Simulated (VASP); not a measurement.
Calculation: PBE GGA, VASP's PBE PAW potentials (set 64) (plane waves; VASP).

VASP ran on this input.

INCAR:
```
# general
SYSTEM   =  Te2Pb
PREC     =  Accurate
ENCUT    =  300
LREAL    =  .FALSE.
LASPH    =  .TRUE.

# electronic loop
EDIFF    =  1E-6
NELM     =  100
ALGO     =  Normal
LMAXMIX  =  4

# smearing
ISMEAR   =  -1
SIGMA    =  0.1

# functional
GGA      =  PE

# ions
ISIF     =  2

# output
LWAVE    =  .FALSE.
LCHARG   =  .FALSE.
```

File KPOINTS:
```
kpoints
0
Gamma
4 4 4
0 0 0
```

POSCAR:
```
Te2Pb
1
    2.3224560000     1.3408710000     7.0410390000
   -2.3224560000     1.3408710000     7.0410390000
    0.0000000000    -2.6817410000     7.0410390000
Pb Te
1 2
Direct
  0.0000000000   0.0000000000   0.0000000000
  0.2520000000   0.2520000000   0.2520000000
  0.7480000000   0.7480000000   0.7480000000
```

POTCAR, in this order: Pb_d Te (PBE.64 set). Program: vasp_std.

The resulting files:

### OSZICAR
```
       N       E                     dE             d eps       ncg     rms          rms(c)
DAV:   1     0.157519821592E+03    0.15752E+03   -0.82971E+03   466   0.858E+02
DAV:   2     0.206569593907E+01   -0.15545E+03   -0.15404E+03   520   0.276E+02
DAV:   3    -0.912175484076E+01   -0.11187E+02   -0.10948E+02   562   0.783E+01
DAV:   4    -0.942370137730E+01   -0.30195E+00   -0.30121E+00   619   0.169E+01
DAV:   5    -0.942902794628E+01   -0.53266E-02   -0.53262E-02   580   0.164E+00    0.372E+00
DAV:   6    -0.935782755154E+01    0.71200E-01   -0.21007E-01   500   0.428E+00    0.247E+00
DAV:   7    -0.935959099759E+01   -0.17634E-02   -0.69287E-02   511   0.174E+00    0.526E-01
DAV:   8    -0.935950090573E+01    0.90092E-04   -0.75685E-03   478   0.870E-01    0.225E-01
DAV:   9    -0.935991128459E+01   -0.41038E-03   -0.90841E-04   505   0.208E-01    0.455E-02
DAV:  10    -0.935991036679E+01    0.91780E-06   -0.27919E-05   649   0.408E-02    0.234E-02
DAV:  11    -0.935992647585E+01   -0.16109E-04   -0.32999E-05   449   0.376E-02    0.625E-03
DAV:  12    -0.935992705911E+01   -0.58326E-06   -0.77989E-07   300   0.674E-03
   1 F= -.93599271E+01 E0= -.92826628E+01  d E =-.154528E+00
```

File OUTCAR:
```
------------------------ aborting loop because EDIFF is reached ----------------------------------------
  FORCE on cell =-STRESS in cart. coord.  units (eV):
  Direction    XX          YY          ZZ          XY          YZ          ZX
  --------------------------------------------------------------------------------------
  Total       -1.8972420     -1.8972422     -1.3716726      0.0000000     -0.0000001      0.0000000
  in kB      -23.1052639    -23.1052663    -16.7046995      0.0000000     -0.0000008      0.0000000
  external PRESSURE =     -20.9717432 kB  Pullay stress =       0.0000000 kB
  volume of cell :      131.56
      direct lattice vectors                 reciprocal lattice vectors
     2.322456000  1.340871000  7.041039000     0.215289332  0.124297347  0.047341492
    -2.322456000  1.340871000  7.041039000    -0.215289332  0.124297347  0.047341492
     0.000000000 -2.681741000  7.041039000     0.000000000 -0.248594694  0.047341510
 POSITION                                       TOTAL-FORCE (eV/Angst)
 -----------------------------------------------------------------------------------
      0.00000      0.00000      0.00000         0.000000     -0.000000      0.000000
      0.00000      0.00000      5.32303        -0.000000     -0.000000     -0.146197
      0.00000      0.00000     15.80009        -0.000000      0.000000      0.146197
 -----------------------------------------------------------------------------------
    total drift:                               -0.000000      0.000000     -0.000000
  FREE ENERGIE OF THE ION-ELECTRON SYSTEM (eV)
  ---------------------------------------------------
  free  energy   TOTEN  =        -9.3599270591 eV

  energy  without entropy=       -9.2053985901  energy(sigma->0) =       -9.28266282
```
(Selected blocks of OUTCAR.)

At this cut-off the stress carries a Pulay error, which pulls relaxed volumes low.

The structure was generated: Te2Pb was put into an ordered model structure, which need not be its known phase. The cell was not relaxed at this level. The k-mesh is coarse (spacing up to 0.40 per Å, 2π included), so the numbers may not be converged in it.
